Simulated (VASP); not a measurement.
# A VASP study of TiSi2 (rev-vdW-DF2): structure first, properties next

What structure does TiSi2 take at this level, and what are its properties? The steps: relaxing cell and atoms (rev-vdW-DF2), density, ELF and potential (rev-vdW-DF2), bands along the symmetry lines (rev-vdW-DF2), density of states (rev-vdW-DF2), independent-particle dielectric function (rev-vdW-DF2), volume scan with rev-vdW-DF2, fit for rev-vdW-DF2 and self-consistent run (rev-vdW-DF2), changed input. The start is a cell from a database of measured crystal structures.

Calculated with VASP 6.6.1; rev-vdW-DF2; plane waves and PAW (Ti_sv, Si).

This is a report of a sequence of runs, with most program output left out.

### 1. Starting point

Before any relaxation, the start is as follows. Symmetry: Fddd, No. 70, orthorhombic system. The conventional cell has a = 4.800 Å, b = 8.268 Å, c = 8.552 Å, α = 90.00°, β = 90.00°, γ = 90.00°. Ti has 10 Si at 2.55 to 2.78 Å nearest. Nearest to Si lie 5 Si at 2.53 to 2.80 Å and 5 Ti at 2.55 to 2.78 Å. Farther neighbours are not listed.

### 2. Relaxing cell and atoms (rev-vdW-DF2)

Properties are meant for the cell that this level of theory prefers, so cell and atoms are relaxed first (ISIF = 3) until forces and stress are small; EDIFFG sets the threshold. rev-vdW-DF2 revises the exchange of vdW-DF2 for solids. LUSE_VDW switches on a nonlocal correlation term for dispersion.

Input file INCAR:

```
SYSTEM = TiSi2
PREC = Accurate
ENCUT = 400
EDIFF = 1E-06
NELM = 100
ISMEAR = 0
SIGMA = 0.05
LREAL = .FALSE.
ALGO = Normal
GGA = MK
AGGAC = 0
LUSE_VDW = .TRUE.
PARAM1 = 0.1234
PARAM2 = 0.711357
ZAB_VDW = -1.8867
LASPH = .TRUE.
NBANDS = 26
LORBIT = 11
LWAVE = .FALSE.
LCHARG = .FALSE.
KPAR = 4
IBRION = 2
NSW = 60
ISIF = 3
EDIFFG = -0.01
```

Input file POSCAR:

```
TiSi2
1.0
    0.0000000000      4.1340000000      4.2760500000
    2.4001000000      0.0000000000      4.2760500000
    2.4001000000      4.1340000000      0.0000000000
Ti Si
2 4
Direct
    0.7500000000      0.7500000000      0.7500000000
    0.5000000000      0.5000000000      0.5000000000
    0.0867200000      0.4132800000      0.0867200000
    0.4132800000      0.0867200000      0.4132800000
    0.1632800000      0.8367200000      0.1632800000
    0.8367200000      0.1632800000      0.8367200000
```

Input file KPOINTS:

```
Automatic mesh
0
Gamma
6 6 6
0 0 0
```

Potentials, in the order of the species: Ti_sv and Si (PBE family, release 64).

Started as:

```console
$ mpirun -np 4 vasp_std
```

It took 7.1 min on 4 MPI ranks of Intel Xeon Platinum 8259CL at 2.50GHz (Skylake/Cascade Lake), shared host; peak memory 1.9 GiB; 28 min of CPU time.

The k-mesh is coarse for a metal. The PAW data sets were made with PBE, which is usual practice but a small mismatch for other functionals. The run keeps the 8 symmetry operations of its start, so it cannot find a distortion of lower symmetry.

Step by step:

| step | energy less that of the first step (eV) | largest force (eV/Å) | pressure (GPa) | volume (Å³) |
| --- | --- | --- | --- | --- |
| 1 | 0.0000 | 0.0574 | -0.51 | 84.85 |
| 2 | -0.0011 | 0.0509 | 0.56 | 84.30 |
| 3 | -0.0016 | 0.0532 | 0.16 | 84.50 |
| 4 | -0.0022 | 0.0377 | 0.04 | 84.58 |
| 5 | -0.0024 | 0.0135 | -0.14 | 84.69 |
| 6 | -0.0024 | 0.0183 | -0.12 | 84.67 |
| 7 | -0.0026 | 0.0011 | 0.03 | 84.57 |

| conventional cell, symmetrised | before | after | change |
| --- | --- | --- | --- |
| a (Å) | 4.800 | 4.805 | +0.1 % |
| b (Å) | 8.268 | 8.264 | -0.0 % |
| c (Å) | 8.552 | 8.519 | -0.4 % |
| volume (Å³/atom) | 14.14 | 14.09 | -0.3 % |

The atoms that moved most (Å, as changes of fractional coordinates times the final cell):

| atom | dx | dy | dz | length |
| --- | --- | --- | --- | --- |
| Si6 | 0.000 | -0.011 | 0.000 | 0.011 |
| Si4 | 0.000 | 0.011 | 0.000 | 0.011 |
| Si3 | 0.000 | -0.011 | 0.000 | 0.011 |
| Si5 | 0.000 | 0.011 | 0.000 | 0.011 |

The relaxed structure:

```xyz
6
Lattice="0.0000 4.1320 4.2596 2.4024 0.0000 4.2596 2.4024 4.1320 0.0000" Properties=species:S:1:pos:R:3 pbc="T T T"
Ti    3.6036    6.1980    6.3894
Ti    2.4024    4.1320    4.2596
Si    1.2012    0.7057    2.1298
Si    1.2012    3.4264    2.1298
Si    2.4024    1.3604    4.2596
Si    2.4024    6.9037    4.2596
```

Numbers from this step:

```
electrons                       : 40
bands                           : 26
irreducible k points            : 46
symmetry operations             : 8
free energy (TOTEN)             : -31.60 eV
energy at zero smearing         : -31.60 eV
Fermi energy                    : 10.09 eV
pressure                        : 0.02890 GPa
metallic                        : yes
SCF cycles over all ionic steps : 54
```

It ends with a largest force of 0.001 eV/Å and a pressure of 0.03 GPa. The volume lies -0.3 % from that of the database's start, which holds the thermal and zero-point expansion of its experiment.

### 3. Density, ELF and potential (rev-vdW-DF2)

The relaxed cell gets a fresh self-consistent run, on a basis set for its own volume, to fix the density and to check the remaining stress.

Changes to INCAR since step 2:

```diff
@@ -19,7 +19,5 @@
 LWAVE = .FALSE.
-LCHARG = .FALSE.
-KPAR = 4
-IBRION = 2
-NSW = 60
-ISIF = 3
-EDIFFG = -0.01
+LCHARG = .TRUE.
+ISIF = 2
+LELF = .TRUE.
+LVHAR = .TRUE.
```

Input file POSCAR:

```
TiSi2
1.0
    0.0000000000      4.1320296154      4.2596087790
    2.4024027494      0.0000000000      4.2596087790
    2.4024027494      4.1320296154      0.0000000000
Ti Si
2 4
Direct
    0.7500000000      0.7500000000      0.7500000000
    0.5000000000      0.5000000000      0.5000000000
    0.0853890933      0.4146109067      0.0853890933
    0.4146109067      0.0853890933      0.4146109067
    0.1646109067      0.8353890933      0.1646109067
    0.8353890933      0.1646109067      0.8353890933
```

KPOINTS is that of step 2.

Started as:

```console
$ mpirun -np 4 vasp_std
```

Wall time 38 s (4 MPI ranks); peak memory 1 GiB.

Numbers from this step:

```yaml
electronic_steps: 14
bands: 28
pressure: 0.06047 GPa
```

Valence electrons inside each PAW sphere by angular momentum. Sphere charges, by row:

| atom | s (e) | p (e) | d (e) | tot (e) |
| --- | --- | --- | --- | --- |
| Ti1 | 2.171 | 6.164 | 2.079 | 10.41 |
| Ti2 | 2.171 | 6.164 | 2.079 | 10.41 |
| Si3 | 0.774 | 0.862 | 0 | 1.635 |
| Si4 | 0.774 | 0.862 | 0 | 1.635 |
| Si5 | 0.774 | 0.862 | 0 | 1.635 |
| Si6 | 0.774 | 0.862 | 0 | 1.635 |

ELF in the bc plane of the conventional cell at fractional x = 0.000, with atoms of Ti and Si within 0.2 Å of it. It is the smooth field of the valence electrons, not physical close to the nuclei.

Ten even steps from '0' (0.13) to '9' (0.93), each cell a mean:
```
45311575016983037631254
24556774102431036765653
02577653210000234567641
02455323443234432245530
23442002566556631014432
45542002555455530013554
55652002443224541014665
23442235541013554224543
00123467752014676543200
32014776654235666763013
85115752145445213762037
97115740035454102672049
64015764354345435762026
10024677763124677653101
01333356652003665433321
45552123542113542114554
55652002454334531013665
34542002565556531013543
12453112555445531124531
02566433331112333456630
13677764200110135677641
34544675104652036753453
45300475027984037620145
```
Columns run along b (8.3 Å), rows up along c (8.5 Å), edges of the conventional cell, whose origin can differ from the input's. Atoms in or near the plane, at fractional coordinates: Ti at (0.50, 0.00), Ti at (0.00, 0.50), Si at (0.16, 0.00), Si at (0.66, 0.50), Si at (0.84, 0.00), Si at (0.34, 0.50).

Electrostatic potential energy in the bc plane of the conventional cell at fractional x = 0.000, with atoms of Ti and Si within 0.2 Å of it. With pseudopotentials it is smooth inside the atoms' cores, unlike the true potential.

Ten even steps from '_' (-81 eV) to '@' (1 eV), each cell a mean:
```
@@%%==____==%%@@@@##--::::++%%@@@@**..__..##@@
@@@@##++++##@@@@@@%%**==++##@@@@@@%%**==**%%@@
@@@@@@@@@@@@@@@@@@@@@@%%%%@@@@@@@@@@@@%%@@@@@@
@@@@@@@@@@@@@@@@@@@@@@@@@@@@@@@@@@@@@@@@@@@@@@
@@@@@@@@@@@@@@@@@@@@@@@@@@@@@@@@@@@@@@@@@@@@@@
@@@@@@@@@@@@@@@@@@@@@@@@@@@@@@@@@@@@@@@@@@@@@@
@@@@@@@@@@@@@@@@@@@@@@@@@@@@@@@@@@@@@@@@@@@@@@
@@@@@@@@@@@@@@@@@@@@@@@@@@@@@@@@@@@@@@@@@@@@@@
%%@@@@@@@@@@@@@@@@@@@@@@@@@@@@@@@@@@@@@@@@@@%%
++**%%@@@@@@##++++##@@@@@@%%**++**%%@@@@@@##++
::--##@@@@%%--____==%%@@@@**..__..##@@@@%%++::
..--**@@@@%%::____--%%@@@@**______**@@@@%%==::
--==%%@@@@%%++::::**@@@@@@##--..--##@@@@@@**--
**%%@@@@@@@@%%####%%@@@@@@@@%%##%%@@@@@@@@%%##
@@@@@@@@@@@@@@@@@@@@@@@@@@@@@@@@@@@@@@@@@@@@@@
@@@@@@@@@@@@@@@@@@@@@@@@@@@@@@@@@@@@@@@@@@@@@@
@@@@@@@@@@@@@@@@@@@@@@@@@@@@@@@@@@@@@@@@@@@@@@
@@@@@@@@@@@@@@@@@@@@@@@@@@@@@@@@@@@@@@@@@@@@@@
@@@@@@@@@@@@@@@@@@@@@@@@@@@@@@@@@@@@@@@@@@@@@@
@@@@@@@@@@@@@@@@@@@@@@@@@@@@@@@@@@@@@@@@@@@@@@
@@@@%%####%%@@@@@@@@%%####%%@@@@@@@@%%##%%@@@@
@@@@**::::**@@@@@@%%++--==**@@@@@@##--::==%%@@
@@%%--____--%%@@@@**--..::==%%@@@@++______**@@
```
Columns run along b (8.3 Å; values clipped at the 3rd and 97th percentile), rows up along c (8.5 Å), edges of the conventional cell, whose origin can differ from the input's. Atoms in or near the plane, at fractional coordinates: Ti at (0.50, 0.00), Ti at (0.00, 0.50), Si at (0.16, 0.00), Si at (0.66, 0.50), Si at (0.84, 0.00), Si at (0.34, 0.50).

Valence density in the bc plane of the conventional cell at fractional x = 0.000, with atoms of Ti and Si within 0.2 Å of it. It is the smooth field of the valence electrons, not physical close to the nuclei.

Values in units of 1e0 e/Å³, 12 rows by 16 columns, each cell a mean:
```
0.2 0.3 0.2 0.3 0.3 0.2 0.6 4.3 5.8 1.3 0.2 0.3 0.4 0.2 0.3 0.3
0.2 0.3 0.4 0.3 0.2 0.2 0.2 0.3 0.4 0.3 0.2 0.2 0.3 0.4 0.3 0.2
0.2 0.3 0.3 0.2 0.2 0.2 0.3 0.3 0.3 0.3 0.3 0.2 0.2 0.3 0.3 0.2
0.3 0.3 0.2 0.2 0.2 0.3 0.3 0.2 0.2 0.2 0.3 0.2 0.2 0.2 0.3 0.3
0.7 0.3 0.2 0.2 0.3 0.4 0.3 0.2 0.2 0.3 0.4 0.4 0.3 0.2 0.2 0.5
8.2 1.7 0.3 0.3 0.3 0.1 0.3 0.3 0.3 0.3 0.1 0.3 0.4 0.2 0.8 6.0
5.8 1.3 0.2 0.3 0.4 0.2 0.3 0.3 0.2 0.3 0.2 0.3 0.3 0.2 0.6 4.3
0.4 0.3 0.2 0.2 0.3 0.4 0.3 0.2 0.2 0.3 0.4 0.3 0.2 0.2 0.2 0.3
0.3 0.3 0.3 0.2 0.2 0.3 0.3 0.2 0.2 0.3 0.3 0.2 0.2 0.2 0.3 0.3
0.2 0.2 0.3 0.2 0.2 0.2 0.3 0.3 0.3 0.3 0.2 0.2 0.2 0.3 0.3 0.2
0.2 0.3 0.4 0.4 0.3 0.2 0.2 0.5 0.7 0.3 0.2 0.2 0.3 0.4 0.3 0.2
0.3 0.3 0.1 0.3 0.4 0.2 0.8 6.0 8.2 1.7 0.3 0.3 0.3 0.1 0.3 0.3
```
Columns run along b (8.3 Å), rows up along c (8.5 Å), edges of the conventional cell, whose origin can differ from the input's. Atoms in or near the plane, at fractional coordinates: Ti at (0.50, 0.00), Ti at (0.00, 0.50), Si at (0.16, 0.00), Si at (0.66, 0.50), Si at (0.84, 0.00), Si at (0.34, 0.50).

In this run the pressure is 0.06 GPa, small enough to go on.

### 4. Bands along the symmetry lines (rev-vdW-DF2)

The mesh alone shows little of the dispersion and can miss band extrema, so KPOINTS_OPT adds a path through the symmetry points after the self-consistent cycle.

Changes to INCAR since step 3:

```diff
@@ -16,8 +16,6 @@
 LASPH = .TRUE.
-NBANDS = 26
+NBANDS = 36
 LORBIT = 11
 LWAVE = .FALSE.
-LCHARG = .TRUE.
-ISIF = 2
-LELF = .TRUE.
-LVHAR = .TRUE.
+LCHARG = .FALSE.
+KPAR = 4
```

POSCAR is that of step 3.

KPOINTS is that of step 3.

Input file KPOINTS_OPT:

```
Line mode
16
Line-mode
Reciprocal
  0.00000000   0.00000000   0.00000000 GAMMA
  0.50000000   0.00000000   0.50000000 Y

  0.50000000   0.00000000   0.50000000 Y
  1.00000000   0.50000000   0.50000000 T

  1.00000000   0.50000000   0.50000000 T
  0.50000000   0.50000000   0.00000000 Z

  0.50000000   0.50000000   0.00000000 Z
  0.00000000   0.00000000   0.00000000 GAMMA

  0.00000000   0.00000000   0.00000000 GAMMA
  0.00000000   0.41403226   0.41403226 X

  0.00000000   0.41403226   0.41403226 X
  0.50000000   0.24501355   0.74501355 A1

  0.50000000   0.24501355   0.74501355 A1
  0.50000000   0.00000000   0.50000000 Y

  1.00000000   0.50000000   0.50000000 T
  1.00000000   0.58596774   0.58596774 X1

  0.00000000   0.41403226   0.41403226 X
  0.50000000   0.75498645   0.25498645 A

  0.50000000   0.75498645   0.25498645 A
  0.50000000   0.50000000   0.00000000 Z

  0.50000000   0.50000000   0.50000000 L
  0.00000000   0.00000000   0.00000000 GAMMA
```

Started as:

```console
$ mpirun -np 4 vasp_std
```

Wall time 2.2 min (4 MPI ranks); peak memory 1.9 GiB; 9 min of CPU time.

Numbers from this step:

| Quantity | Value |
| --- | --- |
| bands | 36 |
| pressure | 0.04578 GPa |

Electronic bands along the path, in eV, zero at the Fermi level; # counts the bands kept:

| point | #9 | #10 | #11 | #12 | #13 | #14 | #15 | #16 |
| --- | --- | --- | --- | --- | --- | --- | --- | --- |
| Γ | -2.27 | -2.10 | -1.81 | -1.46 | -0.97 | 1.95 | 3.01 | 3.19 |
| 0.47 of the way | -1.91 | -1.64 | -1.51 | -1.44 | -1.20 | 1.58 | 2.87 | 2.98 |
| Y | -2.39 | -2.39 | -0.93 | -0.93 | 1.18 | 1.18 | 3.16 | 3.16 |
| 0.53 of the way | -1.07 | -1.07 | -0.77 | -0.77 | 0.88 | 0.88 | 2.48 | 2.48 |
| T | -1.26 | -1.26 | -0.72 | -0.72 | 0.84 | 0.84 | 2.19 | 2.19 |
| 0.47 of the way | -1.35 | -1.35 | -0.49 | -0.49 | 0.68 | 0.68 | 1.95 | 1.95 |
| Z | -1.64 | -1.64 | -1.04 | -1.04 | 0.75 | 0.75 | 3.11 | 3.11 |
| 0.47 of the way | -1.81 | -1.72 | -1.69 | -1.30 | -1.13 | 1.38 | 3.00 | 3.05 |
| Γ | -2.27 | -2.10 | -1.81 | -1.46 | -0.97 | 1.95 | 3.01 | 3.19 |
| 0.47 of the way | -2.31 | -0.48 | -0.42 | -0.21 | -0.09 | 1.57 | 1.73 | 2.00 |
| X | -1.40 | -0.52 | -0.01 | -0.01 | 0.73 | 0.90 | 1.74 | 2.42 |
| 0.47 of the way | -1.39 | -0.71 | -0.32 | 0.04 | 0.81 | 1.21 | 1.23 | 1.81 |
| A1 | -1.76 | -1.76 | -1.44 | -1.44 | 1.30 | 1.30 | 2.07 | 2.07 |
| 0.47 of the way | -1.55 | -1.55 | -1.27 | -1.27 | 1.28 | 1.28 | 2.64 | 2.64 |
| Y | -2.39 | -2.39 | -0.93 | -0.93 | 1.18 | 1.18 | 3.16 | 3.16 |
| jump to T | -1.26 | -1.26 | -0.72 | -0.72 | 0.84 | 0.84 | 2.19 | 2.19 |
| 0.53 of the way | -1.10 | -0.87 | -0.54 | -0.33 | 0.81 | 0.86 | 1.96 | 2.38 |
| X1 | -1.40 | -0.52 | -0.01 | -0.01 | 0.73 | 0.90 | 1.74 | 2.42 |
| jump to X | -1.40 | -0.52 | -0.01 | -0.01 | 0.73 | 0.90 | 1.74 | 2.42 |
| 0.53 of the way | -1.80 | -0.65 | -0.64 | -0.57 | 1.16 | 1.23 | 2.18 | 2.29 |
| A | -1.76 | -1.76 | -1.44 | -1.44 | 1.30 | 1.30 | 2.07 | 2.07 |
| 0.53 of the way | -1.76 | -1.76 | -1.19 | -1.19 | 1.13 | 1.13 | 1.80 | 1.80 |
| Z | -1.64 | -1.64 | -1.04 | -1.04 | 0.75 | 0.75 | 3.11 | 3.11 |
| jump to L | -1.98 | -1.14 | -0.09 | 0.08 | 0.93 | 1.31 | 1.64 | 2.13 |
| 0.47 of the way | -1.81 | -1.42 | -1.23 | -0.95 | -0.32 | 1.31 | 2.50 | 2.55 |
| Γ | -2.27 | -2.10 | -1.81 | -1.46 | -0.97 | 1.95 | 3.01 | 3.19 |

Of the projections kept (Ti, Si), the largest for each band there; the rest of the weight can lie on other orbitals:

| point | #9 | #10 | #11 | #12 | #13 | #14 | #15 | #16 |
| --- | --- | --- | --- | --- | --- | --- | --- | --- |
| Γ | Ti 0.56 | Si 0.83 | Ti 0.50 | Ti 0.65 | Ti 0.88 | Ti 1.00 | Ti 0.90 | Ti 0.61 |
| Y | Si 0.59 | Si 0.59 | Ti 0.83 | Ti 0.83 | Ti 0.91 | Ti 0.91 | Ti 0.85 | Ti 0.85 |
| T | Ti 0.61 | Ti 0.61 | Ti 0.77 | Ti 0.77 | Ti 0.91 | Ti 0.91 | Ti 0.76 | Ti 0.76 |
| Z | Ti 0.52 | Ti 0.52 | Ti 0.89 | Ti 0.89 | Ti 0.79 | Ti 0.79 | Ti 0.83 | Ti 0.83 |
| Γ | Ti 0.56 | Si 0.83 | Ti 0.50 | Ti 0.65 | Ti 0.88 | Ti 1.00 | Ti 0.90 | Ti 0.61 |
| X | Ti 0.63 | Ti 0.80 | Ti 0.88 | Ti 0.81 | Ti 0.92 | Ti 0.94 | Ti 0.53 | Ti 0.92 |

There is no gap at this level.

Of the bands kept, 4 cross the Fermi level on this path.

### 5. Density of states (rev-vdW-DF2)

A density of states needs more k-points than a total energy; ISMEAR = -5 takes tetrahedra, and LORBIT projects the states on the PAW spheres. The mesh is finer than in the run before.

Changes to INCAR since step 4:

```diff
@@ -5,3 +5,3 @@
 NELM = 100
-ISMEAR = 0
+ISMEAR = -5
 SIGMA = 0.05
@@ -21 +21,2 @@
 KPAR = 4
+NEDOS = 2001
```

POSCAR is that of step 4.

Input file KPOINTS:

```
Automatic mesh
0
Gamma
9 9 9
0 0 0
```

Started as:

```console
$ mpirun -np 4 vasp_std
```

The job ended after 2 min (4 MPI ranks; peak memory 2.3 GiB).

With tetrahedra the forces and stress of a metal are not exact derivatives of the energy.

Numbers from this step:

```yaml
irreducible_k_points: 125
free_energy_toten: -31.57 eV
fermi_energy: 9.996 eV
pressure: 0.06229 GPa
dos_at_the_fermi_level: 2.351 states/eV/cell
```

The density of states has structure finer than the step of the table below, so its rows give means over 0.5 eV, whole bins alone (the curve runs from -12.0 to 3.74 eV). Peaks (eV: height): total -1.88: 4.53, -1.23: 5.58, 2.79: 8.95, 3.60: 7.12; Ti d -0.93: 2.27, 1.26: 2.57, 2.79: 5.85, 3.60: 3.59; Si p -2.69: 0.751, -2.03: 0.960, -1.52: 0.876, 2.65: 0.607; Si s -10.50: 0.614, -7.87: 0.637, -5.90: 0.569, 3.09: 0.556; Ti p -2.32: 0.140, -2.03: 0.165, -1.52: 0.144, 3.60: 0.0802.

States under -12.0 eV and over 3.7 eV are left out. Density of states against energy, zero at the Fermi level; means over each step; values in states/eV/cell:

| energy (eV) | total | Ti d | Si p | Si s | Ti p | Ti s |
| --- | --- | --- | --- | --- | --- | --- |
| -11.5 | 0.649 | 0.00152 | 0.0129 | 0.230 | 0.00801 | 0.0239 |
| -11.0 | 0.923 | 0.00408 | 0.0264 | 0.325 | 0.0168 | 0.0251 |
| -10.5 | 1.40 | 0.0105 | 0.0500 | 0.494 | 0.0331 | 0.0230 |
| -10.0 | 0.803 | 0.00991 | 0.0368 | 0.276 | 0.0186 | 0.0115 |
| -9.5 | 0.967 | 0.0184 | 0.0554 | 0.321 | 0.0206 | 0.0139 |
| -9.0 | 1.37 | 0.0315 | 0.0914 | 0.436 | 0.0269 | 0.0225 |
| -8.5 | 1.00 | 0.0283 | 0.0674 | 0.326 | 0.0238 | 0.00966 |
| -8.0 | 1.88 | 0.0726 | 0.144 | 0.576 | 0.0340 | 0.0340 |
| -7.5 | 1.37 | 0.0658 | 0.116 | 0.414 | 0.0219 | 0.0199 |
| -7.0 | 1.08 | 0.0547 | 0.100 | 0.315 | 0.0169 | 0.0186 |
| -6.5 | 1.28 | 0.0675 | 0.117 | 0.376 | 0.0215 | 0.0260 |
| -6.0 | 1.74 | 0.0900 | 0.166 | 0.493 | 0.0389 | 0.0354 |
| -5.5 | 0.958 | 0.0642 | 0.121 | 0.214 | 0.0170 | 0.0256 |
| -5.0 | 1.45 | 0.0856 | 0.302 | 0.116 | 0.0343 | 0.0507 |
| -4.5 | 2.32 | 0.185 | 0.492 | 0.169 | 0.0511 | 0.0698 |
| -4.0 | 2.06 | 0.181 | 0.437 | 0.149 | 0.0512 | 0.0733 |
| -3.5 | 2.30 | 0.225 | 0.491 | 0.174 | 0.0686 | 0.0598 |
| -3.0 | 2.49 | 0.329 | 0.526 | 0.134 | 0.0806 | 0.0579 |
| -2.5 | 3.30 | 0.510 | 0.702 | 0.147 | 0.128 | 0.0415 |
| -2.0 | 3.98 | 0.860 | 0.818 | 0.116 | 0.135 | 0.0224 |
| -1.5 | 4.54 | 1.34 | 0.791 | 0.0827 | 0.123 | 0.0184 |
| -1.0 | 5.12 | 2.01 | 0.684 | 0.0658 | 0.0925 | 0.0111 |
| -0.5 | 3.27 | 1.51 | 0.386 | 0.0405 | 0.0285 | 0.00454 |
| 0.0 | 2.27 | 1.16 | 0.234 | 0.0263 | 0.0117 | 0.00239 |
| 0.5 | 1.47 | 0.791 | 0.135 | 0.0208 | 0.0108 | 0.00166 |
| 1.0 | 3.27 | 1.90 | 0.241 | 0.0663 | 0.0306 | 0.00884 |
| 1.5 | 2.71 | 1.67 | 0.162 | 0.0791 | 0.0151 | 0.0200 |
| 2.0 | 2.47 | 1.23 | 0.303 | 0.127 | 0.0188 | 0.0235 |
| 2.5 | 6.17 | 3.68 | 0.501 | 0.313 | 0.0425 | 0.0279 |
| 3.0 | 6.58 | 4.20 | 0.374 | 0.432 | 0.0416 | 0.0418 |

The finer mesh and the other smearing move the Fermi level by -0.09 eV from the 6×6×6 run, one measure of the sampling error in the zero of the bands above. Of the states within 0.3 eV of the Fermi level, the largest shares in the PAW spheres are Ti d 51 % and Si p 10 %. The rest lies in smaller channels or between the spheres.

[end of part 1 of 2]

[Lines on the potential files, build, host, timing and source positions are cut from VASP's logs without a mark.]

[Logs are printed without paths, hosts, clocks, repeated set-up lines and the standing remarks that a program may print on its own settings, such as how far it seeks lower states.]

[Hosts, paths, dates, database ids (printed as entryN), source tags and the programs' standing remarks are cut or masked in the printed files.]

[A measured line is paired with the nearest computed mode of its activity, which favours agreement.]
